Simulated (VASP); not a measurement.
Input:

```
Pd
1.0
    2.69165     0.00000     0.00000
   -1.34582     2.33103     0.00000
    0.00000     0.00000     4.52293
Pd
2
Direct
  0.66667   0.33333   0.75000
  0.33333   0.66667   0.25000
```

Level of theory: LDA (Ceperley-Alder, Perdew-Zunger), VASP's LDA PAW potentials (set 64) (plane waves; VASP). Settings: 400 eV cut-off, Gaussian smearing of 0.050 eV, potentials Pd.

Predict the band gap (along the path) with the smallest direct gap where there is one.

The band gap (along the path) comes out as none (metal, semimetal or under 0.01 eV).

Only differences to runs with the same potentials and settings are physical.

The structure comes from a computed database's Pd entry (P6_3/mmc); how it stands against other phases isn't given here. It was relaxed first, which changed the volume by -9 %.
